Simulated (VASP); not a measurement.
# A VASP study of Ni2SeS (AM05): structure first, properties next

Aim: relax Ni2SeS, then compute properties on the relaxed cell. The steps: rough relaxation of the start cell, relaxing cell and atoms (AM05), single point with fields (AM05), band structure (AM05), total and projected DOS (AM05), volume scan with AM05 and fit for AM05. The cell is invented: it takes the structure of a Materials Project entry for Mg2SeS (space group 115 there), with some of its atoms replaced by other elements, volume scaled by an estimate. It may not be a known or stable phase. Left out of this account: 1 further run (bands with AM05: it shows nothing beyond the runs told).

Main program and level: VASP 6.6.1; AM05, spin-polarised from a ferromagnetic start; plane waves and PAW (Se, Ni, S); invented cell.

## Step 1: The starting structure

Before any relaxation, the start is as follows. It takes space group P-4m2 (No. 115, tetragonal). Conventional cell: a = 3.721 Å, b = 3.721 Å, c = 5.255 Å, α = 90.00°, β = 90.00°, γ = 90.00°. Se has 4 Ni at 2.32 Å nearest. Nearest to Ni lie 2 S at 2.24 Å and 2 Se at 2.32 Å. Nearest to S lie 4 Ni at 2.24 Å. It derives from Mg2SeS. it takes the structure of a Materials Project entry for Mg2SeS (space group 115 there), with some of its atoms replaced by other elements, volume scaled by an estimate. Farther neighbours and most contacts between anions are not listed.

As a file:

```
Se Ni S
1.0
     3.72147    0.00000    0.00000
     0.00000    3.72147    0.00000
     0.00000    0.00000    5.25519
Se Ni S
1 2 1
Direct
  0.50000 0.50000 0.00000
  0.50000 0.00000 0.26243
  0.00000 0.50000 0.73757
  0.00000 0.00000 0.50000
```

## Step 2: Rough relaxation of the start cell

The start is only an estimate, so a cheap relaxation brings it near a minimum before any careful run. AM05 is built from the electron gas and the surface model, and does well on lattice constants.

Input file INCAR:

```
SYSTEM = Ni2SeS
PREC = Normal
ENCUT = 400
EDIFF = 1E-05
NELM = 60
ISMEAR = 0
SIGMA = 0.05
LREAL = .FALSE.
ALGO = Fast
GGA = AM
NBANDS = 24
ISPIN = 2
MAGMOM = 0 1 1 0
LMAXMIX = 4
LORBIT = 11
LWAVE = .FALSE.
LCHARG = .FALSE.
KPAR = 2
IBRION = 2
NSW = 40
ISIF = 3
EDIFFG = -0.04
```

Input file POSCAR:

```
Ni2SeS
1.0
    3.7214660000      0.0000000000      0.0000000000
    0.0000000000      3.7214660000      0.0000000000
    0.0000000000      0.0000000000      5.2551950000
Se Ni S
1 2 1
Direct
    0.5000000000      0.5000000000      0.0000000000
    0.5000000000      0.0000000000      0.2624310000
    0.0000000000      0.5000000000      0.7375690000
    0.0000000000      0.0000000000      0.5000000000
```

Input file KPOINTS:

```
Automatic mesh
0
Gamma
5 5 3
0 0 0
```

The projector-augmented-wave data sets are Se, Ni and S (PBE family, release 64).

Run with:

```console
> mpirun -np 2 vasp_std
```

Log:

```text
[banner, memory and clock lines left out]
running    2 mpi-ranks, on    1 nodes
 distrk:  each k-point on    1 cores,    2 groups
 distr:  one band on    1 cores,    1 groups

 POSCAR found type information on POSCAR SeNiS
 POSCAR found :  3 types and       4 ions
|                                                                             |
|               ----> ADVICE to this user running VASP <----                  |
|                                                                             |
|     You enforced a specific xc type in the INCAR file but a different       |
|     [... a line on the potential file left out ...]
|     I HOPE YOU KNOW WHAT YOU ARE DOING!                                     |
|                                                                             |

 LDA part: xc-table for (Slater+PW92), standard interpolation
 POSCAR, INCAR and KPOINTS ok, starting setup
 FFT: planning ... GRIDC
 FFT: planning ... GRID_SOFT
 FFT: planning ... GRID
 WAVECAR not read
 entering main loop
       N       E                     dE             d eps       ncg     rms          rms(c)
DAV:   1     0.187704293043E+03    0.18770E+03   -0.12185E+04  1152   0.119E+03
DAV:   2    -0.682100234761E+01   -0.19453E+03   -0.18193E+03  1184   0.272E+02
DAV:   3    -0.225289815089E+02   -0.15708E+02   -0.15267E+02  1456   0.889E+01
DAV:   4    -0.229139527840E+02   -0.38497E+00   -0.38438E+00  1320   0.148E+01
DAV:   5    -0.229252431981E+02   -0.11290E-01   -0.11287E-01  1480   0.253E+00    0.164E+01
RMM:   6    -0.256401439456E+02   -0.27149E+01   -0.40344E+01  1152   0.641E+01    0.265E+01
RMM:   7    -0.204031158182E+02    0.52370E+01   -0.11623E+01  1152   0.356E+01    0.480E+00
RMM:   8    -0.204317843148E+02   -0.28668E-01   -0.24535E-01  1152   0.398E+00    0.233E+00
RMM:   9    -0.204483694138E+02   -0.16585E-01   -0.62130E-02  1169   0.162E+00    0.693E-01
RMM:  10    -0.204511750005E+02   -0.28056E-02   -0.12956E-02  1212   0.792E-01    0.250E-01
RMM:  11    -0.204514566228E+02   -0.28162E-03   -0.25361E-03  1238   0.322E-01    0.152E-01
RMM:  12    -0.204515795096E+02   -0.12289E-03   -0.47577E-04  1223   0.150E-01    0.720E-02
RMM:  13    -0.204516477732E+02   -0.68264E-04   -0.15211E-04  1155   0.787E-02    0.291E-02
RMM:  14    -0.204516664498E+02   -0.18677E-04   -0.50769E-05  1014   0.450E-02    0.142E-02
RMM:  15    -0.204516705769E+02   -0.41271E-05   -0.12978E-05   775   0.270E-02
   1 F= -.20451671E+02 E0= -.20448132E+02  d E =-.204517E+02  mag=     0.0062
 curvature:   0.00 expect dE= 0.000E+00 dE for cont linesearch  0.000E+00
 trial: gam= 0.00000 g(F)=  0.302E-01 g(S)=  0.462E+00 ort = 0.000E+00 (trialstep = 0.100E+01)
 search vector abs. value=  0.492E+00
 bond charge predicted
       N       E                     dE             d eps       ncg     rms          rms(c)
DAV:   1    -0.287044132603E+02   -0.82527E+01   -0.86301E+01  1248   0.127E+02    0.256E+01
RMM:   2    -0.323085899175E+02   -0.36042E+01   -0.10682E+02  1152   0.113E+02    0.335E+01
RMM:   3    -0.206922462999E+02    0.11616E+02   -0.32018E+01  1152   0.555E+01    0.464E+00
RMM:   4    -0.206440375581E+02    0.48209E-01   -0.16931E+00  1152   0.889E+00    0.408E+00
RMM:   5    -0.205912903145E+02    0.52747E-01   -0.41058E-01  1152   0.540E+00    0.181E+00
RMM:   6    -0.206002745415E+02   -0.89842E-02   -0.10958E-01  1180   0.268E+00    0.124E+00
RMM:   7    -0.206005473617E+02   -0.27282E-03   -0.40126E-02  1176   0.180E+00    0.401E-01
RMM:   8    -0.206000357293E+02    0.51163E-03   -0.14544E-02  1223   0.957E-01    0.158E-01
RMM:   9    -0.206005898724E+02   -0.55414E-03   -0.50805E-03  1222   0.377E-01    0.960E-02
RMM:  10    -0.206005603810E+02    0.29491E-04   -0.57354E-04  1181   0.183E-01    0.609E-02
RMM:  11    -0.206005797058E+02   -0.19325E-04   -0.21245E-04  1179   0.810E-02    0.333E-02
RMM:  12    -0.206005723748E+02    0.73311E-05   -0.26851E-05   843   0.464E-02
   2 F= -.20600572E+02 E0= -.20597490E+02  d E =-.148902E+00  mag=    -0.0000
[... from here on, the cycles between the ionic steps are left out ...]
   3 F= -.20636362E+02 E0= -.20632826E+02  d E =-.184692E+00  mag=    -0.0001
   4 F= -.20659854E+02 E0= -.20656953E+02  d E =-.234917E-01  mag=     0.0000
   5 F= -.20671609E+02 E0= -.20669558E+02  d E =-.352466E-01  mag=    -0.0000
   6 F= -.20671742E+02 E0= -.20669723E+02  d E =-.353795E-01  mag=     0.0000
   7 F= -.20676798E+02 E0= -.20674866E+02  d E =-.505605E-02  mag=     0.0000
   8 F= -.20676797E+02 E0= -.20674846E+02  d E =-.505500E-02  mag=    -0.0000
   9 F= -.20683851E+02 E0= -.20681829E+02  d E =-.705427E-02  mag=    -0.0000
  10 F= -.20687369E+02 E0= -.20685294E+02  d E =-.105717E-01  mag=    -0.0000
  11 F= -.20688479E+02 E0= -.20686058E+02  d E =-.116816E-01  mag=    -0.0000
  12 F= -.20688909E+02 E0= -.20686717E+02  d E =-.121119E-01  mag=     0.0000
  13 F= -.20688831E+02 E0= -.20686589E+02  d E =-.120340E-01  mag=     0.0000
  14 F= -.20688871E+02 E0= -.20686653E+02  d E =-.120741E-01  mag=     0.0000
 curvature:  -1.07 expect dE=-0.694E-03 dE for cont linesearch -0.625E-04
 ZBRENT: accuracy reached
 trial: gam= 0.00000 g(F)=  0.345E-03 g(S)=  0.302E-03 ort =-0.999E-03 (trialstep = 0.116E+01)
 search vector abs. value=  0.647E-03
 bond charge predicted
       N       E                     dE             d eps       ncg     rms          rms(c)
DAV:   1    -0.206950475781E+02   -0.61767E-02   -0.16546E-01  1488   0.426E+00    0.698E-01
RMM:   2    -0.206985053823E+02   -0.34578E-02   -0.65990E-02  1152   0.252E+00    0.813E-01
RMM:   3    -0.206892322750E+02    0.92731E-02   -0.23244E-02  1152   0.163E+00    0.169E-01
RMM:   4    -0.206889864351E+02    0.24584E-03   -0.19259E-03  1152   0.331E-01    0.448E-02
RMM:   5    -0.206890208498E+02   -0.34415E-04   -0.45366E-04  1162   0.209E-01    0.517E-02
RMM:   6    -0.206890070201E+02    0.13830E-04   -0.10289E-04  1130   0.871E-02    0.913E-03
RMM:   7    -0.206890111695E+02   -0.41493E-05   -0.41305E-05   920   0.483E-02
  15 F= -.20689011E+02 E0= -.20686767E+02  d E =-.140094E-03  mag=     0.0000
 trial-energy change:   -0.000140  1 .order   -0.000453   -0.000753   -0.000152
 step:   1.4600(harm=  1.4600)  dis= 0.00421  next Energy=   -20.689343 (dE=-0.472E-03)
 reached required accuracy - stopping structural energy minimisation
```

Elapsed: 89 s, on 2 MPI ranks of AMD EPYC 7R43, shared host; peak memory 0.24 GiB.

Lines that name or quote the potential files are left out of all logs, and their timing lines are given in words.

OUTCAR, selected parts (step 2):

```text
ion  position               nearest neighbor table
   1  0.500  0.500  0.000-   2 2.32   3 2.32   2 2.32   3 2.32
   2  0.500  0.000  0.262-   4 2.24   4 2.24   1 2.32   1 2.32
   3  0.000  0.500  0.738-   4 2.24   4 2.24   1 2.32   1 2.32
   4  0.000  0.000  0.500-   2 2.24   3 2.24   3 2.24   2 2.24

  LATTYP: Found a simple tetragonal cell.
 ALAT       =     3.7214660000
 C/A-ratio  =     1.4121303271

 Subroutine GETGRP returns: Found  8 space group operations
 (whereof  8 operations were pure point group operations)

The static configuration has the point symmetry D_2d.

 Found     12 irreducible k-points:

   k-points           NKPTS =     12   k-points in BZ     NKDIM =     12   number of bands    NBANDS=     24

   dimension x,y,z NGX =    18 NGY =   18 NGZ =   28
   dimension x,y,z NGXF=    36 NGYF=   36 NGZF=   56

   ENCUT  =  400.0 eV  29.40 Ry    5.42 a.u.   6.07  6.07  8.57*2*pi/ulx,y,z

   NELECT =      32.0000    total number of electrons

 k-points in reciprocal lattice and weights: Automatic mesh
   0.00000000  0.00000000  0.00000000       0.013
   0.20000000  0.00000000  0.00000000       0.053
   0.40000000  0.00000000  0.00000000       0.053
   0.20000000  0.20000000  0.00000000       0.053
   0.40000000  0.20000000  0.00000000       0.107
   0.40000000  0.40000000  0.00000000       0.053
   0.00000000  0.00000000  0.33333333       0.027
   0.20000000  0.00000000  0.33333333       0.107
   0.40000000  0.00000000  0.33333333       0.107
   0.20000000  0.20000000  0.33333333       0.107
   0.40000000  0.20000000  0.33333333       0.213
   0.40000000  0.40000000  0.33333333       0.107

 average (electrostatic) potential at core
       1 -52.7629       2 -85.2673       3 -85.2673       4 -86.4224

 E-fermi :   5.8779

 spin component 1
 k-point     1 :       0.0000    0.0000    0.0000
  band No.  band energies     occupation
    ...
     11       4.0650      1.00000
     12       4.1641      1.00000
     13       4.4326      1.00000
     14       4.7198      1.00000
     15       4.7198      1.00000
     16       7.8089      0.00000
     17       7.8089      0.00000
     18       7.9413      0.00000
     19       9.5026      0.00000
     20       9.6941      0.00000
    ...

 k-point     2 :       0.2000    0.0000    0.0000
  band No.  band energies     occupation
    ...
     11       4.0257      1.00000
     12       4.0450      1.00000
     13       4.2744      1.00000
     14       4.8602      1.00000
     15       5.1023      1.00000
     16       6.5445      0.00000
     17       7.1251      0.00000
     18       7.6056      0.00000
     19      10.2089      0.00000
     20      10.8189      0.00000
    ...

 k-point     3 :       0.4000    0.0000    0.0000
  band No.  band energies     occupation
    ...
     12       3.9939      1.00000
     13       4.5908      1.00000
     14       4.7628      1.00000
     15       5.2013      1.00000
     16       5.8619      0.67444
     17       5.9560      0.01358
     18       6.9348      0.00000
     19      11.0618      0.00000
     20      12.1805      0.00000
     21      13.0102      0.00000
    ...

 k-point     4 :       0.2000    0.2000    0.0000
  band No.  band energies     occupation
    ...
     11       3.8615      1.00000
     12       4.0883      1.00000
     13       4.2590      1.00000
     14       4.5610      1.00000
     15       5.2348      1.00000
     16       6.3582      0.00000
     17       6.4130      0.00000
     18       6.8748      0.00000
     19      10.9313      0.00000
     20      11.7419      0.00000
    ...

 k-point     5 :       0.4000    0.2000    0.0000
  band No.  band energies     occupation
    ...
     13       4.4476      1.00000
     14       4.6476      1.00000
     15       5.0135      1.00000
     16       5.4763      1.00000
     17       5.6996      1.00000
     18       6.0812      0.00000
     19      11.1496      0.00000
     20      12.2962      0.00000
     21      12.5136      0.00000
     22      13.3669      0.00000
    ...

 k-point     6 :       0.4000    0.4000    0.0000
  band No.  band energies     occupation
    ...
     14       4.5080      1.00000
     15       4.5549      1.00000
     16       4.9334      1.00000
     17       5.2687      1.00000
     18       5.3988      1.00000
     19       9.9750      0.00000
     20      10.9881      0.00000
     21      11.6073      0.00000
     22      11.9869      0.00000
     23      16.8851      0.00000
    ...

  Total       -0.0162594     -0.0162594      0.0105145      0.0000000      0.0000000      0.0000000
  in kB       -0.3919267     -0.3919267      0.2534475      0.0000000      0.0000000      0.0000000
  external PRESSURE =      -0.1768020 kB  Pullay stress =       0.0000000 kB

  energy-cutoff  :      400.00
  volume of cell :       66.47
      direct lattice vectors                 reciprocal lattice vectors
     3.698139035 -0.000000000 -0.000000000     0.270406275 -0.000000000  0.000000000
     0.000000000  3.698139035  0.000000000    -0.000000000  0.270406275 -0.000000000
    -0.000000000  0.000000000  4.860092034     0.000000000 -0.000000000  0.205757420

 POSITION                                       TOTAL-FORCE (eV/Angst)
 -----------------------------------------------------------------------------------
      1.84907      1.84907      0.00000        -0.000000     -0.000000      0.000000
      1.84907      0.00000      1.36249        -0.000000      0.000000      0.024830
     -0.00000      1.84907      3.49760         0.000000     -0.000000     -0.024830
     -0.00000      0.00000      2.43005        -0.000000     -0.000000      0.000000
 -----------------------------------------------------------------------------------
    total drift:                                0.000000      0.000000     -0.000000

  FREE ENERGIE OF THE ION-ELECTRON SYSTEM (eV)
  ---------------------------------------------------
  free  energy   TOTEN  =       -20.6890111695 eV

  energy  without entropy=      -20.6845218699  energy(sigma->0) =      -20.68676652

 reached required accuracy - stopping structural energy minimisation

 total charge
# of ion       s       p       d       tot
------------------------------------------
    1        1.457   2.306   0.091   3.854
    2        0.492   0.539   8.421   9.452
    3        0.492   0.539   8.421   9.452
    4        1.321   2.352   0.000   3.673
--------------------------------------------------
tot          3.762   5.736  16.933  26.431

 magnetization (x)
# of ion       s       p       d       tot
------------------------------------------
    1       -0.000   0.000   0.000  -0.000
    2        0.000   0.000   0.000   0.000
    3        0.000   0.000   0.000   0.000
    4        0.000  -0.000   0.000  -0.000
--------------------------------------------------
tot          0.000   0.000   0.000   0.000

[... 1 further part left out ...]
```

CONTCAR:

```
Ni2SeS
   1.00000000000000
     3.6981390350364198   -0.0000000000000000   -0.0000000000000000
     0.0000000000000000    3.6981390350364198    0.0000000000000000
    -0.0000000000000000    0.0000000000000000    4.8600920335605347
  Se              Ni              S
     1     2     1
Direct
     0.5000000000000000    0.5000000000000000    0.0000000000000000
     0.5000000000000000    0.0000000000000000    0.2803422071578524
     0.0000000000000000    0.5000000000000000    0.7196577928421478
     0.0000000000000000    0.0000000000000000    0.5000000000000000
```

The moments of the start collapse, so the state is non-magnetic; other starts or orders were not tried. The k-mesh is coarse for a metal. LASPH is off, so gradient terms of the non-spherical density inside the spheres are left out; for open d or f shells this can shift gaps and moments. This relaxation is a rough one on cheap settings, only to bring the start near its minimum. The PAW data sets were made with PBE, which is usual practice but a small mismatch for other functionals. After so large a change of volume the plane waves of the start cell no longer fit, so the final stress carries a basis-set error. The run keeps the 8 symmetry operations of its start, so it cannot find a distortion of lower symmetry.

Relaxation path:

```tsv
step	energy less that of the first step (eV)	largest force (eV/Å)	pressure (GPa)	volume (Å³)
1	0.0000	0.5596	-7.86	72.78
2	-0.1489	0.5175	5.13	63.77
3	-0.1847	0.5428	0.57	66.29
4	-0.2082	0.2879	0.42	66.30
5	-0.2199	0.0183	0.32	66.30
6	-0.2201	0.0590	0.69	66.30
7	-0.2251	0.0455	-0.97	67.12
8	-0.2251	0.0488	-0.88	67.19
9	-0.2322	0.0128	-0.86	66.89
10	-0.2357	0.0145	-0.49	66.63
11	-0.2368	0.0740	0.22	66.09
12	-0.2372	0.0585	-0.44	66.25
13	-0.2372	0.0605	-0.09	66.20
14	-0.2372	0.0598	0.21	66.22
15	-0.2373	0.0248	-0.02	66.47
```

```tsv
conventional cell, symmetrised	before	after	change
a (Å)	3.721	3.698	-0.6 %
b (Å)	3.721	3.698	-0.6 %
c (Å)	5.255	4.860	-7.5 %
volume (Å³/atom)	18.20	16.62	-8.7 %
```

The atoms that moved most (Å, as changes of fractional coordinates times the final cell):

```tsv
atom	dx	dy	dz	length
Ni3	0.000	0.000	-0.087	0.087
Ni2	0.000	0.000	0.087	0.087
```

The relaxed structure:

```
Se Ni S
1.0
     3.69814    0.00000    0.00000
     0.00000    3.69814    0.00000
     0.00000    0.00000    4.86009
Se Ni S
1 2 1
Direct
  0.50000 0.50000 0.00000
  0.50000 0.00000 0.28034
  0.00000 0.50000 0.71966
  0.00000 0.00000 0.50000
```

Numbers from this step:

| Property | Result |
| --- | --- |
| electrons | 32 |
| bands | 24 |
| irreducible k-points | 12 |
| symmetry operations | 8 |
| free energy (TOTEN) | -20.69 eV |
| energy at zero smearing | -20.69 eV |
| Fermi energy | 5.878 eV |
| pressure | -0.01768 GPa |
| metallic | yes |
| SCF cycles over all ionic steps | 118 |

The spin moment in the PAW sphere vanishes on all atoms.

It ends with a largest force of 0.025 eV/Å and a pressure of -0.02 GPa.

[end of part 1 of 5]

[Lines on the potential files, build, host, timing and source positions are cut from VASP's logs without a mark.]

[Logs are printed without paths, hosts, clocks, repeated set-up lines and the standing remarks that a program may print on its own settings, such as how far it seeks lower states.]

[Hosts, paths, dates, database ids (printed as entryN), source tags and the programs' standing remarks are cut or masked in the printed files.]

[A measured line is paired with the nearest computed mode of its activity, which favours agreement.]
